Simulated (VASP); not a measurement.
# MgO: how cutoff and mesh change the relaxed cell

Aim: test the relaxed volume of MgO against cutoff and mesh. The starting structure is a measured crystal structure from the Crystallography Open Database. The first relaxation on each setting starts from this cell expanded by 3 % in volume.

Program: VASP 6.6.1. Level of theory: Kohn-Sham DFT with plane waves and PAW; PBEsol. Results are calculated unless marked as measured.

## Step 1: Starting point

Symmetry: Fm-3m, No. 225, cubic system. Conventional cell: a = 4.210 Å, b = 4.210 Å, c = 4.210 Å, α = 90.00°, β = 90.00°, γ = 90.00°. Mg has 6 O at 2.11 Å nearest. Nearest to O lie 6 Mg at 2.11 Å. Farther neighbours and most contacts between anions are not listed.

Coordinates:

```
Mg O
1.0
     0.00000    2.10521    2.10521
     2.10521    0.00000    2.10521
     2.10521    2.10521    0.00000
Mg O
1 1
Direct
  0.00000 0.00000 0.00000
  0.50000 0.50000 0.50000
```

## Step 2: Reference relaxation

The input, INCAR:

```
SYSTEM = MgO
PREC = Accurate
ENCUT = 520
EDIFF = 1E-06
NELM = 100
ISMEAR = 0
SIGMA = 0.03
LREAL = .FALSE.
ALGO = Normal
GGA = PS
NBANDS = 10
LORBIT = 11
LWAVE = .FALSE.
LCHARG = .FALSE.
KPAR = 4
IBRION = 2
NSW = 50
ISIF = 3
EDIFFG = -0.006
```

The input, POSCAR:

```
MgO
1.0
    0.0000000000      2.1260499695      2.1260499695
    2.1260499695      0.0000000000      2.1260499695
    2.1260499695      2.1260499695      0.0000000000
Mg O
1 1
Direct
    0.0000000000      0.0000000000      0.0000000000
    0.5000000000      0.5000000000      0.5000000000
```

The input, KPOINTS:

```
Automatic mesh
0
Gamma
8 8 8
0 0 0
```

The projector-augmented-wave data sets are Mg and O (PBE family, release 64).

Run with:

```bash
$ mpirun -np 4 vasp_std
```

Log:

```text
[banner, memory and clock lines left out]
running    4 mpi-ranks, on    1 nodes
 distrk:  each k-point on    1 cores,    4 groups
 distr:  one band on    1 cores,    1 groups

 POSCAR found type information on POSCAR MgO
 POSCAR found :  2 types and       2 ions
|                                                                             |
|               ----> ADVICE to this user running VASP <----                  |
|                                                                             |
|     You enforced a specific xc type in the INCAR file but a different       |
|     [... a line on the potential file left out ...]
|     I HOPE YOU KNOW WHAT YOU ARE DOING!                                     |
|                                                                             |

 LDA part: xc-table for (Slater+PW92), standard interpolation
 POSCAR, INCAR and KPOINTS ok, starting setup
 FFT: planning ... GRIDC
 FFT: planning ... GRID_SOFT
 FFT: planning ... GRID
 WAVECAR not read
 entering main loop
       N       E                     dE             d eps       ncg     rms          rms(c)
DAV:   1     0.140994062530E+02    0.14099E+02   -0.46548E+03   668   0.709E+02
DAV:   2    -0.132906279534E+02   -0.27390E+02   -0.26737E+02   652   0.139E+02
DAV:   3    -0.138843542109E+02   -0.59373E+00   -0.59317E+00   678   0.182E+01
DAV:   4    -0.138856903280E+02   -0.13361E-02   -0.13361E-02   632   0.100E+00
DAV:   5    -0.138856944630E+02   -0.41350E-05   -0.41350E-05   670   0.574E-02    0.664E+00
DAV:   6    -0.125440793829E+02    0.13416E+01   -0.80625E+00   588   0.165E+01    0.225E+00
DAV:   7    -0.125189546663E+02    0.25125E-01   -0.52199E-02   624   0.222E+00    0.130E+00
DAV:   8    -0.125052045120E+02    0.13750E-01   -0.24417E-02   592   0.192E+00    0.205E-01
DAV:   9    -0.125049975969E+02    0.20692E-03   -0.23238E-04   648   0.119E-01    0.138E-01
DAV:  10    -0.125049286031E+02    0.68994E-04   -0.37506E-04   632   0.161E-01    0.623E-03
DAV:  11    -0.125049294802E+02   -0.87715E-06   -0.47111E-06   616   0.157E-02
   1 F= -.12504929E+02 E0= -.12504929E+02  d E =-.125049E+02
 curvature:   0.00 expect dE= 0.000E+00 dE for cont linesearch  0.000E+00
 trial: gam= 0.00000 g(F)=  0.300E-61 g(S)=  0.216E-01 ort = 0.000E+00 (trialstep = 0.100E+01)
 search vector abs. value=  0.216E-01
 bond charge predicted
       N       E                     dE             d eps       ncg     rms          rms(c)
DAV:   1    -0.125991119479E+02   -0.94183E-01   -0.17220E+00   594   0.113E+01    0.222E+00
DAV:   2    -0.125134823762E+02    0.85630E-01   -0.54611E-01   600   0.460E+00    0.233E-01
DAV:   3    -0.125127413566E+02    0.74102E-03   -0.62902E-03   600   0.797E-01    0.133E-01
DAV:   4    -0.125123460817E+02    0.39527E-03   -0.48324E-04   608   0.190E-01    0.394E-02
DAV:   5    -0.125123359128E+02    0.10169E-04   -0.80056E-05   612   0.593E-02    0.817E-03
DAV:   6    -0.125123353452E+02    0.56760E-06   -0.12617E-06   326   0.823E-03
   2 F= -.12512335E+02 E0= -.12512335E+02  d E =-.740587E-02
 trial-energy change:   -0.007406  1 .order   -0.007180   -0.021620    0.007259
 step:   0.7572(harm=  0.7486)  dis= 0.00000  next Energy=   -12.513213 (dE=-0.828E-02)
 bond charge predicted
       N       E                     dE             d eps       ncg     rms          rms(c)
DAV:   1    -0.125183517543E+02   -0.60158E-02   -0.10104E-01   596   0.272E+00    0.539E-01
DAV:   2    -0.125132889288E+02    0.50628E-02   -0.32736E-02   602   0.113E+00    0.535E-02
DAV:   3    -0.125132507516E+02    0.38177E-04   -0.35196E-04   600   0.186E-01    0.307E-02
DAV:   4    -0.125132259762E+02    0.24775E-04   -0.27644E-05   612   0.464E-02    0.945E-03
DAV:   5    -0.125132243542E+02    0.16220E-05   -0.46327E-06   568   0.141E-02    0.193E-03
DAV:   6    -0.125132244101E+02   -0.55939E-07   -0.83181E-08   302   0.204E-03
   3 F= -.12513224E+02 E0= -.12513224E+02  d E =-.829493E-02
 curvature:  -0.37 expect dE=-0.939E-08 dE for cont linesearch -0.939E-08
 trial: gam= 0.00000 g(F)=  0.762E-62 g(S)=  0.251E-07 ort =-0.233E-04 (trialstep = 0.951E+00)
 search vector abs. value=  0.252E-07
 reached required accuracy - stopping structural energy minimisation
```

The job ended after 3.6 s (4 MPI ranks of Intel Xeon 6975P-C (Granite Rapids), shared host; peak memory 0.54 GiB; 12 s of CPU time).

The logs omit lines about the potential files and the build; timing stands in the text.

From OUTCAR (step 2):

```text
ion  position               nearest neighbor table
   1  0.000  0.000  0.000-   2 2.13   2 2.13   2 2.13   2 2.13   2 2.13   2 2.13
   2  0.500  0.500  0.500-   1 2.13   1 2.13   1 2.13   1 2.13   1 2.13   1 2.13

  LATTYP: Found a face centered cubic cell.
 ALAT       =     4.2520999390

 Subroutine GETGRP returns: Found 48 space group operations
 (whereof 48 operations were pure point group operations)

The static configuration has the point symmetry O_h .

 Found     29 irreducible k-points:

   k-points           NKPTS =     29   k-points in BZ     NKDIM =     29   number of bands    NBANDS=     10

   dimension x,y,z NGX =    24 NGY =   24 NGZ =   24
   dimension x,y,z NGXF=    48 NGYF=   48 NGZF=   48

   ENCUT  =  520.0 eV  38.22 Ry    6.18 a.u.   5.59  5.59  5.59*2*pi/ulx,y,z

   NELECT =       8.0000    total number of electrons

 k-points in reciprocal lattice and weights: Automatic mesh
   0.00000000  0.00000000  0.00000000       0.002
   0.12500000  0.00000000  0.00000000       0.016
   0.25000000  0.00000000  0.00000000       0.016
   0.37500000  0.00000000  0.00000000       0.016
   0.50000000  0.00000000  0.00000000       0.008
   0.12500000  0.12500000  0.00000000       0.012
   0.25000000  0.12500000  0.00000000       0.047
   0.37500000  0.12500000  0.00000000       0.047
   0.50000000  0.12500000  0.00000000       0.047
[...]
-0.37500000  0.50000000  0.12500000       0.023
  -0.25000000  0.50000000  0.25000000       0.012

 average (electrostatic) potential at core
       1 -34.6513       2 -69.5511

 E-fermi :   3.2606

 k-point     1 :       0.0000    0.0000    0.0000
  band No.  band energies     occupation
      1     -14.1347      2.00000
      2       3.0800      2.00000
      3       3.0800      2.00000
      4       3.0800      2.00000
      5       7.7311      0.00000
      6      18.7219      0.00000
      7      18.7219      0.00000
      8      18.7219      0.00000
      9      22.5689      0.00000
    ...

 k-point     2 :       0.1250    0.0000    0.0000
  band No.  band energies     occupation
      1     -13.9679      2.00000
      2       2.1089      2.00000
      3       2.9749      2.00000
      4       2.9749      2.00000
      5       8.6516      0.00000
      6      17.0296      0.00000
      7      19.0844      0.00000
      8      19.0844      0.00000
      9      23.4930      0.00000
    ...

 k-point     3 :       0.2500    0.0000    0.0000
  band No.  band energies     occupation
      1     -13.5332      2.00000
      2       0.3806      2.00000
      3       2.7328      2.00000
      4       2.7328      2.00000
      5      10.0841      0.00000
      6      15.5038      0.00000
      7      19.5953      0.00000
      8      19.5953      0.00000
      9      23.0932      0.00000
    ...

  Total        0.0005891      0.0005891      0.0005891      0.0000000      0.0000000     -0.0000000
  in kB        0.0506066      0.0506066      0.0506066      0.0000000      0.0000000     -0.0000000
  external PRESSURE =       0.0506066 kB  Pullay stress =       0.0000000 kB

  energy-cutoff  :      520.00
  volume of cell :       18.65
      direct lattice vectors                 reciprocal lattice vectors
    -0.000000000  2.104823519  2.104823519    -0.237549607  0.237549607  0.237549607
     2.104823519 -0.000000000  2.104823519     0.237549607 -0.237549607  0.237549607
     2.104823519  2.104823519  0.000000000     0.237549607  0.237549607 -0.237549607

 POSITION                                       TOTAL-FORCE (eV/Angst)
 -----------------------------------------------------------------------------------
      0.00000      0.00000      0.00000        -0.000000     -0.000000     -0.000000
      2.10482      2.10482      2.10482         0.000000      0.000000      0.000000
 -----------------------------------------------------------------------------------
    total drift:                               -0.000000     -0.000000      0.000000

  FREE ENERGIE OF THE ION-ELECTRON SYSTEM (eV)
  ---------------------------------------------------
  free  energy   TOTEN  =       -12.5132244101 eV

  energy  without entropy=      -12.5132244101  energy(sigma->0) =      -12.51322441

 reached required accuracy - stopping structural energy minimisation

 total charge
# of ion       s       p       d       tot
------------------------------------------
    1        0.150   0.182   0.080   0.412
    2        1.537   3.542   0.000   5.079
--------------------------------------------------
tot          1.687   3.724   0.080   5.491

[... 3 further parts left out ...]
```

The PAW data sets were made with PBE, which is usual practice but a small mismatch for other functionals. The run keeps the 48 symmetry operations of its start, so it cannot find a distortion of lower symmetry.

The reference relaxation ends at 9.325 Å³ an atom. Pressures at 0.985 and 1.015 times this volume, from two more relaxations that aren't shown, give a bulk modulus of 161.2 GPa.

## Step 3: Relaxation with a cutoff of 400 eV

Against step 2 the input has ENCUT = 400. This run starts from the cell of an earlier relaxation, which isn't shown; the restart sets up the plane waves anew.

INCAR: that of step 2 with these lines changed.

```diff
@@ -2,3 +2,3 @@
 PREC = Accurate
-ENCUT = 520
+ENCUT = 400
 EDIFF = 1E-06
```

The input, POSCAR:

```
MgO
1.0
    0.0000000000      2.0893741256      2.0893741256
    2.0893741256      0.0000000000      2.0893741256
    2.0893741256      2.0893741256      0.0000000000
Mg O
1 1
Direct
    0.0000000000      0.0000000000      0.0000000000
    0.5000000000      0.5000000000      0.5000000000
```

KPOINTS is that of step 2.

Run with:

```bash
$ mpirun -np 4 vasp_std
```

Log:

```text
[banner, memory and clock lines left out]
running    4 mpi-ranks, on    1 nodes
[...]
[... a notice as in an earlier step ...]

 LDA part: xc-table for (Slater+PW92), standard interpolation
 POSCAR, INCAR and KPOINTS ok, starting setup
[...]
entering main loop
       N       E                     dE             d eps       ncg     rms          rms(c)
DAV:   1     0.473856730476E+01    0.47386E+01   -0.42442E+03   708   0.575E+02
DAV:   2    -0.135795039866E+02   -0.18318E+02   -0.18089E+02   648   0.114E+02
DAV:   3    -0.138888185478E+02   -0.30931E+00   -0.30919E+00   686   0.131E+01
DAV:   4    -0.138895455771E+02   -0.72703E-03   -0.72700E-03   640   0.712E-01
[...]
DAV:   9    -0.125269833620E+02    0.11746E-03   -0.10830E-04   652   0.802E-02    0.131E-01
DAV:  10    -0.125269306694E+02    0.52693E-04   -0.38316E-04   624   0.145E-01    0.479E-03
DAV:  11    -0.125269309317E+02   -0.26222E-06   -0.33514E-06   614   0.145E-02
   1 F= -.12526931E+02 E0= -.12526931E+02  d E =-.125269E+02
[...]
DAV:   3    -0.125272820460E+02    0.70343E-04   -0.52471E-04   596   0.222E-01    0.391E-02
DAV:   4    -0.125272369429E+02    0.45103E-04   -0.43842E-05   616   0.580E-02    0.117E-02
DAV:   5    -0.125272354447E+02    0.14981E-05   -0.74077E-06   574   0.173E-02    0.284E-03
DAV:   6    -0.125272357141E+02   -0.26935E-06   -0.17533E-07   302   0.277E-03
   2 F= -.12527236E+02 E0= -.12527236E+02  d E =-.304782E-03
 trial-energy change:   -0.000305  1 .order   -0.000305   -0.002454    0.001844
 step:   0.5710(harm=  0.5710)  dis= 0.00000  next Energy=   -12.527631 (dE=-0.700E-03)
[...]
N       E                     dE             d eps       ncg     rms          rms(c)
DAV:   1    -0.125293143223E+02   -0.20789E-02   -0.33575E-02   598   0.153E+00    0.305E-01
DAV:   2    -0.125276486706E+02    0.16657E-02   -0.10169E-02   600   0.623E-01    0.299E-02
DAV:   3    -0.125276370253E+02    0.11645E-04   -0.94420E-05   604   0.940E-02    0.165E-02
DAV:   4    -0.125276300116E+02    0.70137E-05   -0.80098E-06   610   0.249E-02    0.501E-03
DAV:   5    -0.125276299282E+02    0.83441E-07   -0.13372E-06   312   0.739E-03
   3 F= -.12527630E+02 E0= -.12527630E+02  d E =-.698997E-03
[...]
reached required accuracy - stopping structural energy minimisation
```

Run time: 2.6 s. Hardware: 4 MPI ranks; peak memory 0.49 GiB.

OUTCAR, selected parts (step 3):

```text
  Total       -0.0007524     -0.0007524     -0.0007524      0.0000000      0.0000000     -0.0000000
  in kB       -0.0665841     -0.0665841     -0.0665841      0.0000000      0.0000000     -0.0000000
  external PRESSURE =      -0.0665841 kB  Pullay stress =       0.0000000 kB

 POSITION                                       TOTAL-FORCE (eV/Angst)
 -----------------------------------------------------------------------------------
      0.00000      0.00000      0.00000         0.000000     -0.000000      0.000000
      2.08408      2.08408      2.08408        -0.000000      0.000000     -0.000000
 -----------------------------------------------------------------------------------
    total drift:                                0.000000      0.000000      0.000000

  FREE ENERGIE OF THE ION-ELECTRON SYSTEM (eV)
  ---------------------------------------------------
  free  energy   TOTEN  =       -12.5276299282 eV

  energy  without entropy=      -12.5276299282  energy(sigma->0) =      -12.52762993

[... 2 parts as in an earlier step ...]

[... 2 further parts left out ...]
[key lines of the parts left out:]
E-fermi :   3.4643
```

With a cutoff of 400 eV the cell ends at 9.052 Å³ an atom, -2.93 % from the reference; the bulk modulus is 179.9 GPa against 161.2 GPa.

## Step 4: Relaxation with a 5×5×5 mesh

Against step 2 the input has a 5×5×5 mesh.

INCAR: that of step 3 with these lines changed.

```diff
@@ -2,3 +2,3 @@
 PREC = Accurate
-ENCUT = 400
+ENCUT = 520
 EDIFF = 1E-06
```

The input, POSCAR:

```
MgO
1.0
    0.0000000000      2.1260499695      2.1260499695
    2.1260499695      0.0000000000      2.1260499695
    2.1260499695      2.1260499695      0.0000000000
Mg O
1 1
Direct
    0.0000000000      0.0000000000      0.0000000000
    0.5000000000      0.5000000000      0.5000000000
```

The input, KPOINTS:

```
Automatic mesh
0
Gamma
5 5 5
0 0 0
```

Run with:

```bash
$ mpirun -np 4 vasp_std
```

Log:

```text
[... set-up lines as in an earlier step ...]
 entering main loop
       N       E                     dE             d eps       ncg     rms          rms(c)
DAV:   1     0.136322405895E+02    0.13632E+02   -0.47863E+03   224   0.715E+02
DAV:   2    -0.131560066940E+02   -0.26788E+02   -0.26312E+02   232   0.138E+02
DAV:   3    -0.138833361677E+02   -0.72733E+00   -0.72675E+00   232   0.193E+01
DAV:   4    -0.138852091347E+02   -0.18730E-02   -0.18729E-02   224   0.111E+00
[...]
DAV:   9    -0.125026730764E+02    0.18676E-03   -0.20476E-04   228   0.113E-01    0.137E-01
DAV:  10    -0.125026101183E+02    0.62958E-04   -0.36728E-04   220   0.159E-01    0.639E-03
DAV:  11    -0.125026110921E+02   -0.97382E-06   -0.44101E-06   212   0.154E-02
   1 F= -.12502611E+02 E0= -.12502611E+02  d E =-.125026E+02
[...]
N       E                     dE             d eps       ncg     rms          rms(c)
DAV:   1    -0.125969169334E+02   -0.94307E-01   -0.17298E+00   200   0.114E+01    0.222E+00
[...]
DAV:   4    -0.125100375438E+02    0.39548E-03   -0.48269E-04   206   0.190E-01    0.387E-02
DAV:   5    -0.125100280146E+02    0.95291E-05   -0.79943E-05   206   0.589E-02    0.814E-03
DAV:   6    -0.125100272971E+02    0.71753E-06   -0.12759E-06   116   0.816E-03
   2 F= -.12510027E+02 E0= -.12510027E+02  d E =-.741621E-02
 trial-energy change:   -0.007416  1 .order   -0.007184   -0.021668    0.007299
 step:   0.7569(harm=  0.7480)  dis= 0.00000  next Energy=   -12.510911 (dE=-0.830E-02)
[...]
N       E                     dE             d eps       ncg     rms          rms(c)
DAV:   1    -0.125160768189E+02   -0.60488E-02   -0.10245E-01   200   0.273E+00    0.540E-01
DAV:   2    -0.125109886179E+02    0.50882E-02   -0.32876E-02   202   0.113E+00    0.530E-02
DAV:   3    -0.125109507779E+02    0.37840E-04   -0.33220E-04   206   0.181E-01    0.308E-02
DAV:   4    -0.125109256427E+02    0.25135E-04   -0.27169E-05   206   0.460E-02    0.902E-03
DAV:   5    -0.125109240995E+02    0.15432E-05   -0.43026E-06   190   0.135E-02    0.188E-03
DAV:   6    -0.125109242024E+02   -0.10288E-06   -0.72332E-08   106   0.190E-03
   3 F= -.12510924E+02 E0= -.12510924E+02  d E =-.831311E-02
[...]
reached required accuracy - stopping structural energy minimisation
```

Elapsed: 2.4 s, on 4 MPI ranks; peak memory 0.51 GiB; 7.5 s of CPU time.

From OUTCAR (step 4):

```text
  Total        0.0006386      0.0006386      0.0006386     -0.0000000     -0.0000000      0.0000000
  in kB        0.0548590      0.0548590      0.0548590     -0.0000000     -0.0000000      0.0000000
  external PRESSURE =       0.0548590 kB  Pullay stress =       0.0000000 kB

 POSITION                                       TOTAL-FORCE (eV/Angst)
 -----------------------------------------------------------------------------------
      0.00000      0.00000      0.00000         0.000000      0.000000      0.000000
      2.10481      2.10481      2.10481        -0.000000     -0.000000     -0.000000
 -----------------------------------------------------------------------------------
    total drift:                               -0.000000     -0.000000      0.000000

  FREE ENERGIE OF THE ION-ELECTRON SYSTEM (eV)
  ---------------------------------------------------
  free  energy   TOTEN  =       -12.5109242024 eV

  energy  without entropy=      -12.5109242024  energy(sigma->0) =      -12.51092420

[... 1 part as in an earlier step ...]

[... 3 further parts left out ...]
[key lines of the parts left out:]
E-fermi :   3.3146
```

With a 5×5×5 mesh the cell ends at 9.325 Å³ an atom, +0.00 % from the reference; the bulk modulus is 161.5 GPa against 161.2 GPa.

(Part 1 of 2 ends here.)

[Lines on the potential files, build, host, timing and source positions are cut from VASP's logs without a mark.]

[Logs are printed without paths, hosts, clocks, repeated set-up lines and the standing remarks that a program may print on its own settings, such as how far it seeks lower states.]

[Hosts, paths, dates, database ids (printed as entryN), source tags and the programs' standing remarks are cut or masked in the printed files.]
